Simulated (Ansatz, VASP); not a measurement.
**HfSbAu4 in VASP and in Ansatz**

INCAR

```
  ALGO = Normal
  EDIFF = 1E-6
  EDIFFG = -0.04
  ENCUT = 600
  GGA = PE
  IBRION = 2
  ISIF = 3
  ISMEAR = 0
  LASPH = True
  LCHARG = False
  LREAL = False
  LWAVE = False
  NELM = 60
  NSW = 90
  PREC = Accurate
  SIGMA = 0.1
```

Contents of KPOINTS:

```
k-points
0
Gamma
  4 4 4
```

The input POSCAR:

```
HfSbAu4
1.0
    0.0000000000      4.0159918000      4.0159918000
    4.0159918000      0.0000000000      4.0159918000
    4.0159918000      4.0159918000      0.0000000000
Hf Sb Au
1 1 4
Direct
    0.5000000000      0.5000000000      0.5000000000
    0.7500000000      0.7500000000      0.7500000000
    0.1291228800      0.1291228800      0.1291228800
    0.1291228800      0.1291228800      0.6126313700
    0.1291228800      0.6126313700      0.1291228800
    0.6126313700      0.1291228800      0.1291228800
```

Input for Ansatz:

```yaml
crystal:
  lattice:
    - [0.0, 4.0159918, 4.0159918]
    - [4.0159918, 0.0, 4.0159918]
    - [4.0159918, 4.0159918, 0.0]
  atoms:
    - { symbol: Hf, position: [0.5, 0.5, 0.5] }
    - { symbol: Sb, position: [0.75, 0.75, 0.75] }
    - { symbol: Au, position: [0.12912288, 0.12912288, 0.12912288] }
    - { symbol: Au, position: [0.12912288, 0.12912288, 0.61263137] }
    - { symbol: Au, position: [0.12912288, 0.61263137, 0.12912288] }
    - { symbol: Au, position: [0.61263137, 0.12912288, 0.12912288] }
basis:
  ecutwfc: 420
kpoints:
  mp_grid: { grid: [4, 4, 4] }
hamiltonian:
  xc: pbe
scf:
  occupations: { method: gaussian, width: 0.1 }
  lower_state_search: "off"
output:
  forces: true
  stress: true
  eigenvalues: true
relax:
  adjacent_minimum: "off"
  f_tol: 0.04
  max_steps: 70
  cell: { stress_tol: 0.4 }
```

Alike in both runs: task relaxation of cell and atoms; functional PBE; k mesh 4 × 4 × 4; occupations gaussian, width 0.1 eV; no spin polarisation.

|  | VASP | Ansatz |
| --- | --- | --- |
| version | VASP 6.6.1 | Ansatz 0.2.0 |
| potentials or method | VASP PAW PBE potentials, release 64 (Hf_pv, Sb, Au) | scalar-relativistic, plane waves, PAW |
| plane-wave cutoff (eV) | 600 | 420 |
| valence electrons in the cell | 59 | 117 |

Ansatz gave:

```
gap on the k mesh at the Fermi level, each at its own relaxed structure (eV) : none
relaxed volume (Å³/atom)                                                     : 20.24
relaxed cell length with the largest relative difference (Å)                 : 5.558
energy change over the relaxation (meV/atom)                                 : -51
```

Task: Which values does VASP return?

Result: gap on the k mesh at the Fermi level, each at its own relaxed structure (eV): none; relaxed volume (Å³/atom): 20.22; relaxed cell length with the largest relative difference (Å): 5.557; energy change over the relaxation (meV/atom): -54.

A gap of «none» marks a metal or a gap that the smearing closes. The two sets of potentials don't hold the same shells in valence.

The runs have no spin-orbit coupling, so splittings on Au, Hf, Sb are missing.
